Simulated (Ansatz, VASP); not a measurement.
# SiC (Moissanite 3C): VASP beside Ansatz, part 2 of 2

One calculation is typed for both programs; each brings its own data sets. How far apart do they land? The cell is taken from a series of runs on this material, whose earlier steps may have relaxed, scaled, displaced or heated it; both programs get it as it stands.

VASP 6.6.1 and Ansatz 0.2.0.

So far: The structure; VASP: zone-centre phonons, PBE.

## Step 3: Ansatz: zone-centre phonons, PBE

Level of this step: Ansatz beside VASP: Kohn-Sham DFT, plane waves, PBE (Ansatz).

Ansatz runs on its default PAW (the set named soft_2) files.

The same cell, functional and mesh now go to Ansatz, which takes its cutoff from its data sets.

File input.yaml:

```yaml
crystal:
  lattice:
    - [-2.1906274226, 0.0, 2.1906274226]
    - [0.0, 2.1906274226, 2.1906274226]
    - [-2.1906274226, 2.1906274226, 0.0]
  atoms:
    - { symbol: Si, position: [0.0, 0.0, 0.0] }
    - { symbol: C, position: [0.25, 0.25, 0.25] }
kpoints:
  mp_grid: { grid: [12, 12, 12] }
hamiltonian:
  xc: pbe
scf:
  occupations: { method: fixed }
output:
  eigenvalues: true
phonons:
  method: dfpt
  dielectric: true
  rigid_motions: translations
```

Started as:

```console
$ ansatz run input.yaml --threads 2 --pin off --max-ram 4096MiB --backend cpu --events-out ev --progress --plain --runs-dir out
```

Numbers of over 12 decimals in the logs are rounded to 6 here.

Output:

```text
Engine: ansatz 0.2.0, aarch64-unknown-linux-gnu
Pseudopotentials: kind: paw
Pseudopotential: Si, paw, valence charge 4, recommended cutoff 420 eV (normal), Si.paw.azcp
Pseudopotential: C, paw, valence charge 4, recommended cutoff 420 eV (normal), C.paw.azcp
Functional definition: PBE
  parameter kappa = 0.804
  parameter beta = 0.066725
  exchange = pbe_x(kappa = kappa, mu = beta*pi^2/3)
  correlation = pbe_c(beta = beta)
Crystal: 2 atoms, lattice volume = 21.025 Å³
Basis set: ecut = 420 eV, 411 PW (Γ), exchange–correlation on 48×48×48 points (8 copies of the dense FFT grid, shifted against one another)
Bands: 8, of which v1, the nominal top of the filled ones, is band 4 counted from 1 (3 counted from 0)
Symmetry: 24 space group operations
k-points: 280 of 1728 (irreducible under 4 space group operations, time reversal used)
Non-local potential: Si, projectors of the file, l = 0: 2, l = 1: 2, l = 2: 2
Non-local potential: C, projectors of the file, l = 0: 2, l = 1: 2, l = 2: 1
PAW form: soft (Blöchl's): semilocal exchange-correlation on the pseudo side does not see the compensation charge
PAW one-centre angular grid: Si, 110 points (default); XC on 64 Gauss nodes
PAW one-centre angular grid: C, 110 points (default); XC on 64 Gauss nodes
Initial density: superposition of atomic densities (neutral atoms: chi_scale 0, normalization atom), corrected by the library's trained network
Initial wavefunctions: pseudopotential atomic-orbital guess
Functional: x = pbe(κ = 0.804, μ = 0.219515), c = pbe(β = 0.066725)
SCF iter   1: F=—  HF=-887.160310 eV  |F-HF|=—  |Δ(HF+E_count)|=         —  Δρ=2.40e-3  dr2=1.30e-3  ethr=1.77e-3  ⟨swp⟩=4.8  Hψ=15813  notcnv=0  defer=481
preconditioner: auto → none  [insulator: Δε(μ)=1.348 eV  Ē_g=13.893 eV  n_scr=0 (ndim 8)  ℏωp=22.9 eV  f_vac=0.000  ε∞_Penn≈3.7]
SCF iter   2: F=—  HF=-887.160197 eV  |F-HF|=—  |Δ(HF+E_count)|=   1.13e-4  Δρ=8.94e-4  dr2=1.12e-4  ethr=1.62e-5  ⟨swp⟩=2.7  Hψ=5861  notcnv=0  defer=548
SCF iter   3: F=—  HF=-887.160199 eV  |F-HF|=—  |Δ(HF+E_count)|=   2.08e-6  Δρ=3.66e-4  dr2=7.47e-6  ethr=1.39e-6  ⟨swp⟩=2.7  Hψ=3336  notcnv=0  defer=428
SCF iter   4: F=—  HF=-887.160226 eV  |F-HF|=—  |Δ(HF+E_count)|=   2.71e-5  Δρ=4.02e-5  dr2=3.00e-7  ethr=9.33e-8  ⟨swp⟩=2.1  Hψ=3474  notcnv=0  defer=57
SCF iter   5: F=—  HF=-887.160227 eV  |F-HF|=—  |Δ(HF+E_count)|=   6.80e-7  Δρ=3.16e-6  dr2=1.44e-9  ethr=3.75e-9  ⟨swp⟩=2.1  Hψ=3328  notcnv=0
SCF iter   6: F=-887.160227 eV  HF=-887.160227 eV  |F-HF|=3.24e-11  |Δ(HF+E_count)|=   1.59e-9  Δρ=4.83e-7  dr2=3.74e-11  ethr=1.25e-12  ⟨swp⟩=7.0  Hψ=12883  notcnv=0
SCF 1 converged in 6 iterations: F = -887.160227 eV  dr2 = 3.74e-11
  greatest PAW one-centre occupation: 0.643 electrons in one spin orbital (limit 2), on the C atom at site 1 (counted from 0), in its partial waves of l = 0
NSCF: frozen V_eff on 2 k-points
DFPT response loops at Γ: preconditioner auto → none (the input reference at scf.mixing.eps_inf says where Resta's filter doesn't serve); β = 0.50; Broyden in place of MSR1
── the response to a field inside a basis, on 12×12×12 k-points: an SCF that follows is theirs, and a resumed run solves both again ──
Bands: 5, of which v1, the nominal top of the filled ones, is band 4 counted from 1 (3 counted from 0)
k-points: 182 of 1728 (irreducible under 6 space group operations, time reversal used)
Initial density: handed on by an earlier stage of this run
Initial wavefunctions: pseudopotential atomic-orbital guess (no wavefunctions were taken with the density)
Eigensolver: Dense (182 Hₖ)
SCF iter   1: F=—  HF=-887.161463 eV  |F-HF|=—  |Δ(HF+E_count)|=         —  Δρ=3.76e-4  dr2=4.42e-6  ethr=1.00e-1
preconditioner: auto → none  [insulator: Δε(μ)=1.532 eV  Ē_g=10.601 eV  n_scr=0 (ndim 8)  ℏωp=22.9 eV  f_vac=0.000  ε∞_Penn≈5.7]
SCF iter   2: F=—  HF=-887.161468 eV  |F-HF|=—  |Δ(HF+E_count)|=   5.69e-6  Δρ=1.87e-4  dr2=1.04e-6  ethr=5.52e-8
SCF iter   3: F=—  HF=-887.161470 eV  |F-HF|=—  |Δ(HF+E_count)|=   2.14e-6  Δρ=4.45e-5  dr2=2.17e-7  ethr=1.30e-8
SCF iter   4: F=-887.161470 eV  HF=-887.161470 eV  |F-HF|=4.01e-10  |Δ(HF+E_count)|=   1.47e-8  Δρ=3.59e-6  dr2=9.16e-10  ethr=2.71e-9
SCF 1 converged in 4 iterations: F = -887.161470 eV  dr2 = 9.16e-10
DFPT response loops at Γ: mixed as the last ones told, above
SCF converged after 6 iterations
Free energy (F): -887.160227 eV
Harris-Foulkes:  -887.160227 eV  (|F-HF|=3.24e-11)
Internal energy: -887.160227 eV  (E = F + TS)
E sigma→0 (E₀):  -887.160227 eV
Fermi energy:    9.279733 eV
--- Per-component energies (eV) ---
  E_band       = 27.425282
  E_kinetic    = 134.861421
  E_local      = -105.379795  (includes V_loc(G=0)·N_el)
  E_nonlocal   = 51.651451
  E_hartree    = 32.213684
  E_xc         = -105.218548
  E_vxc        = -108.999164  (∫ρ·V_xc dr)
  E_paw        = -612.016248  (= ΣΔE_a)
  E_vpaw       = -9.135968  (= ΣTr[D̂ρ^β])
  E_aug_tail   = 0.000011  (compensation charges beyond the density's cutoff)
  E_ewald      = -283.272203
  E_smearing   = -0.000000  (= −TS)
  E_closure    = -0.000000  (closes the sum)
  Σ components = -887.160227   (vs F -887.160227, Δ=0.00e0)
--- Band table (eV; the first three rows and the last of 280) ---
  k-point 0: bands = ["-5.9993", "9.2797", "9.2797", "9.2797", "15.3074", "16.4795", "16.4795", "16.4795"]
  k-point 1: bands = ["-5.8652", "8.5538", "9.1852", "9.1852", "15.5661", "16.6160", "16.6533", "16.6533"]
  k-point 2: bands = ["-5.4669", "6.9194", "8.9510", "8.9510", "15.4699", "16.9942", "16.9942", "17.4767"]
  k-point 279: bands = ["-1.0554", "1.5322", "6.1247", "6.1247", "10.6536", "13.5499", "23.1143", "23.1143"]
--- Phonons (Γ-DFPT): 2 representative perturbations + reference, on 280 of 1728 k-points (Σ response iterations 6) ---
  k mesh reduced under 4 symmetry operations, with k and −k counted as one. Each operation leaves every solved perturbation unchanged. A smaller set is not considered because the run solves the response to a homogeneous field
  ASR residual: 2.322e-4 → 0.000e0 eV/Å²; symmetrization residual: 3.047e-7 eV/Å²
  ASR residual per site (eV/Å²): 8.79e-6 2.32e-4
  Γ frequencies (cm⁻¹): 0.00 0.00 0.00 773.93 773.93 773.93
  ε∞ (high-frequency dielectric tensor):
        7.004983    -0.000000     0.000000
       -0.000000     7.004983     0.000000
        0.000000     0.000000     7.004983
  ε⁰ (static dielectric tensor: ions relaxed, cell fixed):
       10.393255     0.000000     0.000000
        0.000000    10.393255     0.000000
        0.000000     0.000000    10.393255
  ε⁰ − ε∞ (ionic part):
        3.388272     0.000000     0.000000
        0.000000     3.388272     0.000000
        0.000000     0.000000     3.388272
  softest optical mode at Γ: 773.93 cm⁻¹; the repairs (sum rule, projections) moved no ω² at Γ by more than (2.30 cm⁻¹)²
  Born effective charges Z* (e; rows j = field, columns β = displacement):
    site 0:
         2.70100    0.00000    0.00000
        -0.00000    2.70100    0.00000
         0.00000    0.00000    2.70100
    site 1:
        -2.70100   -0.00000   -0.00000
         0.00000   -2.70100   -0.00000
        -0.00000   -0.00000   -2.70100
  Z* charge neutrality: 9.827e-4 e pre-enforcement
  solved inside a basis spanned on kpoints, on 12×12×12 k-points, its susceptibility summed on 16×16×16: ε∞ is read to err by 2.0e-2, Z* by 9.5e-3 e (field_mesh: kpoints solves on kpoints); Z* is corrected for what the basis lacks
  optical modes at Γ without the LO–TO term, one row a degenerate level:
      ω (cm⁻¹)  modes    IR ((D/Å)²/amu)
        773.93      3            60.0180
  optical modes at Γ + LO–TO along q̂ = [1.0000, 0.0000, 0.0000]:
      ω (cm⁻¹)  modes    IR ((D/Å)²/amu)
        773.93      2            40.0120
        942.70      1            20.0060
  optical modes at Γ + LO–TO along q̂ = [0.0000, 1.0000, 0.0000]:
      ω (cm⁻¹)  modes    IR ((D/Å)²/amu)
        773.93      2            40.0120
        942.70      1            20.0060
  optical modes at Γ + LO–TO along q̂ = [0.0000, 0.0000, 1.0000]:
      ω (cm⁻¹)  modes    IR ((D/Å)²/amu)
        773.93      2            40.0120
        942.70      1            20.0060
```

In the SCF lines HF is the Harris–Foulkes energy and dr2 the Hartree energy of the density residual, in eV; the loop may stop once dr2 is under the threshold and the program's other checks hold. Hψ counts applications of the Hamiltonian.

## Step 4: Side by side

Known differences besides the potentials themselves: fixed occupations in Ansatz, narrow Gaussian smearing in VASP; VASP's response is taken on the typed mesh, Ansatz refines its own for the field response alone; the cutoff is 420 eV in Ansatz and 600 eV in VASP. Total energies have different zeros and are not compared.

The two programs side by side:

| quantity | Ansatz | VASP | difference |
| --- | --- | --- | --- |
| ε∞ xx | 7.00 | 7.01 | -0.14 % |
| ε∞ yy | 7.00 | 7.01 | -0.14 % |
| ε∞ zz | 7.00 | 7.01 | -0.14 % |
| Born charge of Si1 (mean of the diagonal) (e) | 2.70 | 2.68 | +0.02 |
| Born charge of C2 (mean of the diagonal) (e) | -2.70 | -2.68 | -0.02 |
| optical mode 1 to 3 (cm⁻¹) | 773.9 | 773.8 | +0.01 % |

Modes are paired by rising frequency, not by their patterns, so a pair may set unlike modes beside each other; they are those without the splitting of longitudinal modes.

## Step 5: What came out

| Quantity | Value |
| --- | --- |
| r.m.s. difference of the optical zone-centre modes, each program's sorted by frequency (zone-centre phonons, PBE) | 0.11 cm⁻¹ |

In words: The r.m.s. difference of the optical zone-centre modes, each program's sorted by frequency is 0.11 cm⁻¹ (zone-centre phonons, PBE). Such differences can come from data sets, numerical settings and the points named under the comparisons, not from the functional's error against experiment.

[Lines on the potential files, build, host, timing and source positions are cut from VASP's logs without a mark.]

[Logs are printed without paths, hosts, clocks, repeated set-up lines and the standing remarks that a program may print on its own settings, such as how far it seeks lower states.]

[Hosts, paths, dates, database ids (printed as entryN), source tags and the programs' standing remarks are cut or masked in the printed files.]
